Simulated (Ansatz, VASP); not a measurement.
# Cross-check of SrCaH2Br2 between VASP and Ansatz

Wanted: the spread between two codes on one cell, functional and k mesh. The cell is generated by rule, not measured, and may not be a known phase. Of the first pair: The two relaxations start from unlike cells of this crystal (the structure described is Ansatz's start), so only their ends are compared.

Method: plane waves, with VASP 6.6.1 beside it; PBEsol, in Ansatz 0.2.0.

## Step 1: Set-up

The structure is tetragonal, space group P4mm (No. 99). The conventional cell has a = 3.992 Å, b = 3.992 Å, c = 8.185 Å, α = 90.00°, β = 90.00°, γ = 90.00°. Nearest to Sr lie 4 H at 2.30 Å and 5 Br at 3.22 to 3.85 Å and 4 Ca at 3.64 Å. Nearest to Ca lie 4 H at 2.30 Å and 5 Br at 3.22 to 3.85 Å and 4 Sr at 3.64 Å. Nearest to H lie 2 Ca at 2.30 Å and 2 Sr at 2.30 Å. Nearest to Br lie 4 Ca at 3.22 Å and 4 H at 3.36 Å and 1 Sr at 3.85 Å. Br has 4 Sr at 3.22 Å and 4 H at 3.36 Å and 1 Ca at 3.85 Å nearest. Farther neighbours and most contacts between anions are not listed.

## Step 2: VASP: relaxation of cell and atoms, PBEsol

The relaxed volume is the usual yardstick between codes: in a stiff, nearly cubic crystal its relative difference is about their pressure difference at one cell divided by the bulk modulus.

Lines of VASP's logs that name or quote its potential files are left out, and so is its time.

File INCAR:

```
SYSTEM = SrCaH2Br2
PREC = Accurate
ENCUT = 500
EDIFF = 1E-07
NELM = 120
ISMEAR = 0
SIGMA = 0.1
LREAL = .FALSE.
ALGO = Normal
GGA = PS
NBANDS = 24
LORBIT = 11
LWAVE = .FALSE.
LCHARG = .FALSE.
ISIF = 3
IBRION = 2
NSW = 80
EDIFFG = -0.005
LASPH = .TRUE.
GGA_COMPAT = .FALSE.
NELMIN = 4
EFERMI = MIDGAP
KPAR = 2
```

File POSCAR:

```
SrCaH2Br2
1.0
    4.0298890228      0.0000000000      0.0000000000
    0.0000000000      4.0298890228      0.0000000000
    0.0000000000      0.0000000000      7.2373252910
Sr Ca H Br
1 1 2 2
Direct
    0.0000000000      0.5000000000      0.1829416512
    0.5000000000      0.0000000000      0.8209249046
    0.0000000000      0.0000000000      0.9913535863
    0.5000000000      0.5000000000      0.9913535863
    0.0000000000      0.5000000000      0.6612166946
    0.5000000000      0.0000000000      0.3522095771
```

File KPOINTS:

```
Automatic mesh
0
Gamma
6 6 4
0 0 0
```

The projector-augmented-wave data sets are Sr_sv, Ca_sv, H and Br (PBE family, release 64).

On the command line:

```bash
$ mpirun -np 2 vasp_std
```

Numbers of over 12 decimals in the logs are rounded to 6 here.

Output:

```text
[banner, memory and clock lines left out]
running    2 mpi-ranks, on    1 nodes
 distrk:  each k-point on    1 cores,    2 groups
 distr:  one band on    1 cores,    1 groups

 POSCAR found type information on POSCAR SrCaH Br
 POSCAR found :  4 types and       6 ions
|                                                                             |
|               ----> ADVICE to this user running VASP <----                  |
|                                                                             |
|     You enforced a specific xc type in the INCAR file but a different       |
|     [... a line on the potential file left out ...]
|     I HOPE YOU KNOW WHAT YOU ARE DOING!                                     |
|                                                                             |

 LDA part: xc-table for (Slater+PW92), standard interpolation
 POSCAR, INCAR and KPOINTS ok, starting setup
 FFT: planning ... GRIDC
 FFT: planning ... GRID_SOFT
 FFT: planning ... GRID
 WAVECAR not read
 entering main loop
       N       E                     dE             d eps       ncg     rms          rms(c)
DAV:   1     0.252337565310E+03    0.25234E+03   -0.16326E+04  1440   0.130E+03
DAV:   2    -0.355964110529E+01   -0.25590E+03   -0.25041E+03  1696   0.321E+02
DAV:   3    -0.228440896922E+02   -0.19284E+02   -0.19229E+02  2360   0.757E+01
DAV:   4    -0.236606235748E+02   -0.81653E+00   -0.81526E+00  2264   0.137E+01
DAV:   5    -0.236806927512E+02   -0.20069E-01   -0.20069E-01  2136   0.146E+00    0.201E+01
DAV:   6    -0.227917115325E+02    0.88898E+00   -0.11035E+00  1728   0.579E+00    0.118E+01
DAV:   7    -0.225446530376E+02    0.24706E+00   -0.20531E+00  1752   0.741E+00    0.146E+00
DAV:   8    -0.225514833704E+02   -0.68303E-02   -0.25230E-01  2048   0.259E+00    0.773E-01
DAV:   9    -0.225487204432E+02    0.27629E-02   -0.14602E-02  1944   0.543E-01    0.386E-01
DAV:  10    -0.225490744262E+02   -0.35398E-03   -0.36657E-03  1840   0.280E-01    0.166E-01
DAV:  11    -0.225491358077E+02   -0.61382E-04   -0.31598E-04  2264   0.108E-01    0.445E-02
DAV:  12    -0.225491391616E+02   -0.33540E-05   -0.11915E-04  1912   0.492E-02    0.282E-02
DAV:  13    -0.225491443511E+02   -0.51894E-05   -0.15312E-05  1872   0.248E-02    0.747E-03
DAV:  14    -0.225491441734E+02    0.17761E-06   -0.26377E-06  1944   0.840E-03    0.177E-03
DAV:  15    -0.225491442995E+02   -0.12607E-06   -0.30881E-07  1624   0.316E-03    0.119E-03
DAV:  16    -0.225491443001E+02   -0.63164E-09   -0.29929E-08  1328   0.104E-03
   1 F= -.22549144E+02 E0= -.22549144E+02  d E =-.225491E+02
 curvature:   0.00 expect dE= 0.000E+00 dE for cont linesearch  0.000E+00
 trial: gam= 0.00000 g(F)=  0.110E-05 g(S)=  0.847E-05 ort = 0.000E+00 (trialstep = 0.100E+01)
 search vector abs. value=  0.957E-05
 bond charge predicted
       N       E                     dE             d eps       ncg     rms          rms(c)
DAV:   1    -0.225491714254E+02   -0.27126E-04   -0.90277E-04  1664   0.196E-01    0.258E-02
DAV:   2    -0.225491577161E+02    0.13709E-04   -0.38535E-05  2080   0.405E-02    0.132E-02
DAV:   3    -0.225491516894E+02    0.60266E-05   -0.17331E-05  2280   0.253E-02    0.850E-03
DAV:   4    -0.225491521186E+02   -0.42921E-06   -0.12938E-06  2160   0.539E-03    0.516E-03
DAV:   5    -0.225491526347E+02   -0.51606E-06   -0.43652E-07  2176   0.342E-03    0.153E-03
DAV:   6    -0.225491528034E+02   -0.16871E-06   -0.83180E-08  1328   0.126E-03    0.420E-04
DAV:   7    -0.225491528392E+02   -0.35785E-07   -0.13609E-08  1152   0.689E-04
   2 F= -.22549153E+02 E0= -.22549153E+02  d E =-.853905E-05
 ZBRENT: can't locate minimum, use default step
 trial-energy change:   -0.000009  1 .order   -0.000009   -0.000010   -0.000008
 step:   4.0000(harm=  4.7386)  dis= 0.00047  next Energy=   -22.549167 (dE=-0.227E-04)
 reached required accuracy - stopping structural energy minimisation
```

Parts of OUTCAR (step 2):

```text
ion  position               nearest neighbor table
   1  0.000  0.500  0.183-   3 2.45   4 2.45   3 2.45   4 2.45   6 3.10   6 3.10   6 3.10   6 3.10
                             5 3.46   5 3.78   2 3.87   2 3.87   2 3.87   2 3.87
   2  0.500  0.000  0.821-   1 3.87   1 3.87   1 3.87   1 3.87
   3  0.000  0.000  0.991-   1 2.45   1 2.45
   4  0.500  0.500  0.991-   1 2.45   1 2.45
   5  0.000  0.500  0.661-   1 3.46   1 3.78
   6  0.500  0.000  0.352-   1 3.10   1 3.10   1 3.10   1 3.10

  LATTYP: Found a simple tetragonal cell.
 ALAT       =     4.0298890228
 C/A-ratio  =     1.7959118105

 Subroutine GETGRP returns: Found  8 space group operations
 (whereof  4 operations were pure point group operations)

The static configuration has the point symmetry C_2v.
 The point group associated with its full space group is C_4v.

 Found     30 irreducible k-points:

   k-points           NKPTS =     30   k-points in BZ     NKDIM =     30   number of bands    NBANDS=     24

   dimension x,y,z NGX =    30 NGY =   30 NGZ =   54
   dimension x,y,z NGXF=    60 NGYF=   60 NGZF=  108

   ENCUT  =  500.0 eV  36.75 Ry    6.06 a.u.   7.35  7.35 13.20*2*pi/ulx,y,z

   NELECT =      36.0000    total number of electrons

 k-points in reciprocal lattice and weights: Automatic mesh
   0.00000000  0.00000000  0.00000000       0.007
   0.16666667  0.00000000  0.00000000       0.028
   0.33333333  0.00000000  0.00000000       0.028
   0.50000000  0.00000000  0.00000000       0.014
   0.16666667  0.16666667  0.00000000       0.028
   0.33333333  0.16666667  0.00000000       0.056
   0.50000000  0.16666667  0.00000000       0.028
   0.33333333  0.33333333  0.00000000       0.028
   0.50000000  0.33333333  0.00000000       0.028
[...]
0.50000000  0.33333333  0.50000000       0.028
   0.50000000  0.50000000  0.50000000       0.007

 average (electrostatic) potential at core
       1 -37.4544       2 -46.5141       3 -31.3228       4 -31.3228       5 -63.0822
       6 -63.1729

 E-fermi :   3.1714

 k-point     1 :       0.0000    0.0000    0.0000
  band No.  band energies     occupation
    ...
     14      -0.3851      2.00000
     15       0.1685      2.00000
     16       0.3460      2.00000
     17       0.3460      2.00000
     18       0.9152      2.00000
     19       5.2780      0.00000
     20       5.7674      0.00000
     21       6.4512      0.00000
     22       6.4512      0.00000
     23       7.0896      0.00000
    ...

 k-point     2 :       0.1667    0.0000    0.0000
  band No.  band energies     occupation
    ...
     14      -0.5268      2.00000
     15      -0.0134      2.00000
     16       0.2440      2.00000
     17       0.8648      2.00000
     18       0.9729      2.00000
     19       5.5706      0.00000
     20       5.6567      0.00000
     21       6.0555      0.00000
     22       6.2165      0.00000
     23       7.1986      0.00000
    ...

 k-point     3 :       0.3333    0.0000    0.0000
  band No.  band energies     occupation
    ...
     14      -0.4339      2.00000
     15      -0.2061      2.00000
     16       0.0164      2.00000
     17       1.0576      2.00000
     18       1.1731      2.00000
     19       5.5607      0.00000
     20       5.9937      0.00000
     21       6.1066      0.00000
     22       6.2271      0.00000
     23       7.1946      0.00000
    ...

  Total        0.0053849      0.0053849     -0.0250811      0.0000000      0.0000000      0.0000000
  in kB        0.0734244      0.0734244     -0.3419839      0.0000000      0.0000000      0.0000000
  external PRESSURE =      -0.0650450 kB  Pullay stress =       0.0000000 kB

  energy-cutoff  :      500.00
  volume of cell :      117.50
      direct lattice vectors                 reciprocal lattice vectors
     4.029891325  0.000000000  0.000000000     0.248145649  0.000000000  0.000000000
     0.000000000  4.029891325  0.000000000     0.000000000  0.248145649  0.000000000
     0.000000000  0.000000000  7.235436823     0.000000000  0.000000000  0.138208656

 POSITION                                       TOTAL-FORCE (eV/Angst)
 -----------------------------------------------------------------------------------
      0.00000      2.01495      1.32355         0.000000      0.000000     -0.001382
      2.01495      0.00000      5.93961         0.000000      0.000000     -0.003155
      0.00000      0.00000      7.17291         0.000000      0.000000      0.000500
      2.01495      2.01495      7.17291         0.000000      0.000000      0.000500
      0.00000      2.01495      4.78426         0.000000      0.000000      0.000853
      2.01495      0.00000      2.54851         0.000000      0.000000      0.002684
 -----------------------------------------------------------------------------------
    total drift:                                0.000000      0.000000      0.000067

  FREE ENERGIE OF THE ION-ELECTRON SYSTEM (eV)
  ---------------------------------------------------
  free  energy   TOTEN  =       -22.5491528392 eV

  energy  without entropy=      -22.5491528392  energy(sigma->0) =      -22.54915284

 reached required accuracy - stopping structural energy minimisation

 total charge
# of ion       s       p       d       tot
------------------------------------------
    1        2.007   5.755   0.225   7.987
    2        2.025   5.844   0.223   8.092
    3        0.529   0.002   0.000   0.531
    4        0.529   0.002   0.000   0.531
    5        1.599   3.270   0.009   4.878
    6        1.598   3.287   0.009   4.894
--------------------------------------------------
tot          8.287  18.159   0.467  26.913

[... 3 further parts left out ...]
```

## Step 3: Ansatz: relaxation of cell and atoms, PBEsol

Ansatz runs on its default PAW (the set named soft_2) files.

Its own start cell and the same functional, mesh and smearing now go to Ansatz, which takes its cutoff from its data sets.

File input.yaml:

```yaml
crystal:
  lattice:
    - [3.99158, 0.0, 0.0]
    - [0.0, 3.99158, 0.0]
    - [0.0, 0.0, 8.18491]
  atoms:
    - { symbol: Sr, position: [0.0, 0.5, 0.14] }
    - { symbol: Ca, position: [0.5, 0.0, 0.86] }
    - { symbol: H, position: [0.0, 0.0, 0.0] }
    - { symbol: H, position: [0.5, 0.5, 0.0] }
    - { symbol: Br, position: [0.0, 0.5, 0.67] }
    - { symbol: Br, position: [0.5, 0.0, 0.33] }
kpoints:
  mp_grid: { grid: [6, 6, 4] }
hamiltonian:
  xc: pbesol
scf:
  occupations: { method: gaussian, width: 0.1 }
output:
  forces: true
  stress: true
  eigenvalues: true
relax:
  adjacent_minimum: "off"
  f_tol: 0.05
  max_steps: 80
  cell: { stress_tol: 0.5 }
```

On the command line:

```bash
$ ansatz run input.yaml --threads 8 --pin off --max-ram 14336MiB --backend cpu --events-out ev --progress --plain --runs-dir out
```

Output:

```text
The last accepted step is kept in <dir> (removed where the run ends without a failure and the disk answers)
Engine: ansatz 0.2.0, aarch64-unknown-linux-gnu
Pseudopotentials: kind: paw
Pseudopotential: Sr, paw, valence charge 10, recommended cutoff 420 eV (normal), Sr.paw.azcp
Pseudopotential: Ca, paw, valence charge 10, recommended cutoff 420 eV (normal), Ca.paw.azcp
Pseudopotential: H, paw, valence charge 1, recommended cutoff 420 eV (normal), H.paw.azcp
Pseudopotential: Br, paw, valence charge 7, recommended cutoff 420 eV (normal), Br.paw.azcp
Functional definition: PBEsol
  exchange = pbesol_x
  correlation = pbesol_c
Crystal: 6 atoms, lattice volume = 130.408 Å³
Basis set: ecut = 420 eV, 2563 PW (Γ), exchange–correlation on 54×54×120 points (8 copies of the dense FFT grid, shifted against one another)
Bands: 24, of which v1, the nominal top of the filled ones, is band 18 counted from 1 (17 counted from 0)
Symmetry: 8 space group operations
Space group: P4mm (ITA 99), of the structure as read, at distance tolerance 5.1e-5 Å
k-points: 30 of 144 (time reversal used)
Non-local potential: Sr, projectors of the file, l = 0: 3, l = 1: 2, l = 2: 2
Non-local potential: Ca, projectors of the file, l = 0: 3, l = 1: 2, l = 2: 2
Non-local potential: H, projectors of the file, l = 0: 2, l = 1: 1
Non-local potential: Br, projectors of the file, l = 0: 2, l = 1: 2, l = 2: 2
PAW form: soft (Blöchl's): semilocal exchange-correlation on the pseudo side does not see the compensation charge
PAW frozen core: Sr, regenerated for the run's functional, and the local potential with it (the file was generated under x = pbe(κ = 0.804, μ = 0.219515), c = pbe(β = 0.066725))
PAW frozen core: Ca, regenerated for the run's functional, and the local potential with it (the file was generated under x = pbe(κ = 0.804, μ = 0.219515), c = pbe(β = 0.066725))
PAW frozen core: Br, regenerated for the run's functional, and the local potential with it (the file was generated under x = pbe(κ = 0.804, μ = 0.219515), c = pbe(β = 0.066725))
PAW one-centre angular grid: Sr, 110 points (default); XC on 64 Gauss nodes
PAW one-centre angular grid: Ca, 110 points (default); XC on 64 Gauss nodes
PAW one-centre angular grid: H, 110 points (default); XC on 64 Gauss nodes
PAW one-centre angular grid: Br, 110 points (default); XC on 64 Gauss nodes
Initial density: superposition of atomic densities (neutral atoms: chi_scale 0, normalization atom), corrected by the library's trained network
Initial wavefunctions: pseudopotential atomic-orbital guess
Functional: x = pbesol(κ = 0.804, μ = 0.123457), c = pbesol(β = 0.046)
SCF iter   1: F=—  HF=-10798.111881 eV  |F-HF|=—  |Δ(HF+E_count)|=         —  Δρ=4.70e-3  dr2=2.68e-2  ethr=1.77e-3  ⟨swp⟩=9.1  Hψ=4600  notcnv=0
preconditioner: auto → Resta (q_TF=auto, 2.202 Å⁻¹)  ε∞=3.1  [insulator: Δε(μ)=3.347 eV  Ē_g=11.543 eV  σ=0.100 eV  W_gap=1.00  n_scr=24 (ndim 8)  ℏωp=16.6 eV  f_vac=0.005  D(μ)=0.00/eV (n_scr^D=0)  ε∞_Penn≈3.1]
SCF iter   2: F=—  HF=-10798.107522 eV  |F-HF|=—  |Δ(HF+E_count)|=   4.36e-3  Δρ=2.16e-3  dr2=5.98e-3  ethr=7.44e-5  ⟨swp⟩=2.1  Hψ=1167  notcnv=0  defer=1
SCF iter   3: F=—  HF=-10798.106321 eV  |F-HF|=—  |Δ(HF+E_count)|=   1.20e-3  Δρ=3.61e-4  dr2=2.73e-4  ethr=1.66e-5  ⟨swp⟩=2.0  Hψ=914  notcnv=0  defer=1
SCF iter   4: F=—  HF=-10798.106301 eV  |F-HF|=—  |Δ(HF+E_count)|=   1.98e-5  Δρ=1.30e-4  dr2=2.51e-5  ethr=7.58e-7  ⟨swp⟩=2.0  Hψ=953  notcnv=0  defer=1
SCF iter   5: F=—  HF=-10798.106308 eV  |F-HF|=—  |Δ(HF+E_count)|=   6.72e-6  Δρ=3.39e-5  dr2=1.64e-6  ethr=6.96e-8  ⟨swp⟩=2.0  Hψ=1037  notcnv=0  defer=1
SCF iter   6: F=—  HF=-10798.106309 eV  |F-HF|=—  |Δ(HF+E_count)|=   1.52e-6  Δρ=8.33e-6  dr2=1.56e-7  ethr=4.57e-9  ⟨swp⟩=2.1  Hψ=1160  notcnv=0  defer=1
SCF iter   7: F=-10798.106309 eV  HF=-10798.106309 eV  |F-HF|=1.89e-9  |Δ(HF+E_count)|=   7.96e-8  Δρ=2.22e-6  dr2=8.23e-9  ethr=2.78e-10  ⟨swp⟩=10.6  Hψ=3787  notcnv=0
SCF 1 converged in 7 iterations: F = -10798.106309 eV  dr2 = 8.23e-9
  greatest PAW one-centre occupation: 0.995 electrons in one spin orbital (limit 2), on the Ca atom at site 1 (counted from 0), in its partial waves of l = 0
relax step   1: F+E_penalty+E_count = -10798.10630937 eV  Δ(F+E_penalty+E_count) = +0.000e0 eV  max|allowed force component| = 1.599e0 eV/Å  Δτ_max = 0.0000 Å  P = -0.808 GPa  Ω = 130.408 Å³  (7 SCF iters, dr2 threshold 1.00e-7 eV, accepted)
[...]
relax step   8: F+E_penalty+E_count = -10798.48764002 eV  Δ(F+E_penalty+E_count) = +1.306e-2 eV  max|allowed force component| = 2.450e-1 eV/Å  Δτ_max = 0.1103 Å  P = +0.290 GPa  Ω = 115.574 Å³  energy of the carried Pulay correction = +3.352e-3 eV  (6 SCF iters, dr2 threshold 2.09e-7 eV, rejected (line search))
[...]
relax step   9: F+E_penalty+E_count = -10798.50169985 eV  Δ(F+E_penalty+E_count) = -1.005e-3 eV  max|allowed force component| = 3.825e-3 eV/Å  Δτ_max = 0.0219 Å  P = -0.001 GPa  Ω = 117.312 Å³  energy of the carried Pulay correction = +2.938e-3 eV  (7 SCF iters, accepted)
[...]
relax step  10: F+E_penalty+E_count = -10798.49987727 eV  Δ(F+E_penalty+E_count) = +1.823e-3 eV  max|allowed force component| = 4.112e-3 eV/Å  Δτ_max = 0.0000 Å  P = -0.009 GPa  Ω = 117.312 Å³  stress off target by 2.85e-2 GPa  SCF on the basis re-selected at this cell (its energy is not comparable with the rows above)  (4 SCF iters)
basis re-selected at this cell: Δ(F+E_penalty+E_count) = +1.823e-3 eV, ΔP = -0.009 GPa vs the last step (what re-selecting the basis moved, of the pressure what is left beyond the Pulay correction that the steps carried, after the strain that the cell walked since its last selection, with what the two solves' SCF thresholds leave and, on support functions, any second-order correction that the steps lacked; it is no measure of the basis error at this ecutwfc). The dense FFT grid was sized anew with the basis: this SCF ran on 27×27×50 points, the steps before it on 27×27×60, so part of this shift can come from that change (see relax.cell in the input reference). [rest of the remark cut]
SCF converged after 4 iterations
Free energy (F): -10798.499877 eV
Harris-Foulkes:  -10798.499877 eV  (|F-HF|=4.18e-11)
Internal energy: -10798.499877 eV  (E = F + TS)
E sigma→0 (E₀):  -10798.499877 eV
Fermi energy:    7.007796 eV
--- Per-component energies (eV) ---
  E_band       = -253.995590
  E_kinetic    = 818.950895
  E_local      = -1743.015492  (includes V_loc(G=0)·N_el)
  E_nonlocal   = 411.598996
  E_hartree    = 477.611200
  E_xc         = -850.824123
  E_vxc        = -565.987927  (∫ρ·V_xc dr)
  E_paw        = -7887.708620  (= ΣΔE_a)
  E_vpaw       = -130.762221  (= ΣTr[D̂ρ^β])
  E_aug_tail   = -0.002287  (compensation charges beyond the density's cutoff)
  E_ewald      = -2025.548129
  E_core_change = 0.437682  (= ΣΔE_core)
  E_smearing   = -0.000000  (= −TS)
  E_closure    = 0.000000  (closes the sum)
  Σ components = -10798.499877   (vs F -10798.499877, Δ=0.00e0)
--- Forces (eV/Å), atoms counted from 1 ---
  atom   1  Sr     0.00000000    -0.00000000     0.00411199
  atom   2  Ca    -0.00000000     0.00000000    -0.00002893
  atom   3  H      0.00000000     0.00000000    -0.00160848
  atom   4  H     -0.00000000    -0.00000000    -0.00160848
  atom   5  Br    -0.00000000    -0.00000000    -0.00257416
  atom   6  Br    -0.00000000     0.00000000     0.00170743
  max |Σ_I F_I| component: 6.35e-7 eV/Å
--- Stress (GPa, compression-positive) ---
        0.000268       0.000000      -0.000000
        0.000000       0.000268      -0.000000
       -0.000000      -0.000000      -0.028522
  P = ⅓ Tr σ = -0.0093 GPa (-0.093 kbar)
--- Band table (eV; the first three rows and the last of 30) ---
  k-point 0: bands = [... 14 lower, 3.9987, 4.1696, 4.1696, 4.7421, 9.1101, 9.6082, 10.2896, 10.2896, ... 2 higher]
  k-point 1: bands = [... 14 lower, 4.1831, 4.1831, 4.7522, 4.7828, 8.9057, 9.6378, 10.3011, 10.3011, ... 2 higher]
  k-point 2: bands = [... 14 lower, 4.1962, 4.1962, 4.7622, 5.2698, 8.7458, 9.3943, 10.3136, 10.3136, ... 2 higher]
  k-point 29: bands = [... 14 lower, 3.1944, 3.1944, 4.3624, 4.3624, 10.0178, 10.4884, 11.1489, 11.8358, ... 2 higher]
--- Relaxed structure (9 steps of the walk, 8 accepted, 1 SCFs on fresh bases) ---
  F+E_penalty+E_count = -10798.49987727 eV   max|allowed force component| = 4.112e-3 eV/Å   (the final SCF, on the basis selected at the relaxed cell)
  cell:  # Å, volume = 117.3124 Å³
    - [4.024316, 0, 0]
    - [0, 4.024316, 0.0]
    - [0, 0.0, 7.243686]
  atoms:
    - { symbol: Sr, position: [0, 0.5, 0.182503] }
    - { symbol: Ca, position: [0.5, 0, 0.821312] }
    - { symbol: H, position: [0, 0, -0.00854454] }
    - { symbol: H, position: [0.5, 0.5, -0.00854454] }
    - { symbol: Br, position: [0, 0.5, 0.661753] }
    - { symbol: Br, position: [0.5, 0, 0.351522] }
```

[end of part 1 of 2]

[Lines on the potential files, build, host, timing and source positions are cut from VASP's logs without a mark.]

[Logs are printed without paths, hosts, clocks, repeated set-up lines and the standing remarks that a program may print on its own settings, such as how far it seeks lower states.]

[Hosts, paths, dates, database ids (printed as entryN), source tags and the programs' standing remarks are cut or masked in the printed files.]
